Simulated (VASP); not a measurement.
```yaml
crystal:
  lattice:
    - [1.75296, -3.03622, 0.00000]
    - [1.75296, 3.03622, 0.00000]
    - [0.00000, 0.00000, 5.40843]
  atoms:
    - { symbol: Tm, position: [0.33333, 0.66667, 0.25000] }
    - { symbol: Tm, position: [0.66667, 0.33333, 0.75000] }
```

The numbers are results of vdW-DF-cx, VASP's PBE PAW potentials (set 64) (plane waves; VASP), not measurements. Numerical set-up: 520 eV cut-off, Gaussian smearing of 0.050 eV, potentials Tm_3.

The 4f electrons are frozen in the core of the lanthanide potential, so 4f levels, which can set the real gap, and their magnetism are missing.

Problem. Estimate the band gap (along the path) with the smallest direct gap where there is one.

Solution. 
```json
{
 "band gap (along the path)": "none (metal, semimetal or under 0.01 eV)"
}
```

Total energies compare only between runs with the same potentials, cut-off and functional.

The compound is Tm in the hcp structure. It was relaxed first.
